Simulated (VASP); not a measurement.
Here is the system:

```xyz
4
Lattice="3.2023 -1.4959 -0.0101 3.2023 1.4959 -0.0101 -2.8404 0.0000 5.2952" Properties=species:S:1:pos:R:3 pbc="T T T"
Na     1.7821     0.0000     2.6375
Au     3.2023     0.0000    -0.0101
O     -0.1308     0.0000     1.3155
O      3.6949     0.0000     3.9594
```

Computed with LDA (Ceperley-Alder, Perdew-Zunger) with spin-orbit coupling, VASP's LDA PAW potentials (set 64) (plane waves; VASP). Numerical set-up: 520 eV cut-off, 8×8×4 Γ-centred mesh, Gaussian smearing of 0.050 eV, potentials Na_pv Au O.

The path is coarsely sampled, so an indirect gap can come out somewhat too large.

Give the energies of bands 21 to 34 at the high-symmetry points, in eV from the valence-band maximum.

```csv
band,Γ,C,Y2,M2,D,A,V2
21,-2.42,-2.95,-2.80,-2.86,-3.97,-3.18,-3.41
22,-2.42,-2.95,-2.80,-2.86,-3.97,-3.18,-3.41
23,-2.41,-2.22,-2.71,-2.56,-2.51,-2.57,-3.06
24,-2.41,-2.22,-2.71,-2.56,-2.51,-2.57,-3.06
25,-2.06,-1.66,-2.56,-1.79,-2.06,-2.20,-1.88
26,-2.06,-1.66,-2.56,-1.79,-2.06,-2.20,-1.88
27,-1.65,-1.17,-0.96,-0.97,-1.37,-2.10,-1.78
28,-1.65,-1.17,-0.96,-0.97,-1.37,-2.10,-1.78
29,-0.14,-0.48,-0.17,-0.07,-0.33,-0.05,-0.04
30,-0.14,-0.48,-0.17,-0.07,-0.33,-0.05,-0.04
31,2.66,1.68,2.83,2.67,2.18,2.88,2.11
32,2.66,1.68,2.83,2.67,2.18,2.88,2.11
33,3.12,6.08,5.01,4.96,6.44,4.84,5.43
34,3.12,6.08,5.01,4.96,6.44,4.84,5.43
```

The gap is indirect, 1.24 eV, from the valence maximum at Γ-C at 0.75 to the conduction minimum at D2-A at 0.50.

The structure comes from a computed database's NaAuO2 entry (C2/m); how it stands against other phases isn't given here. It was relaxed first.
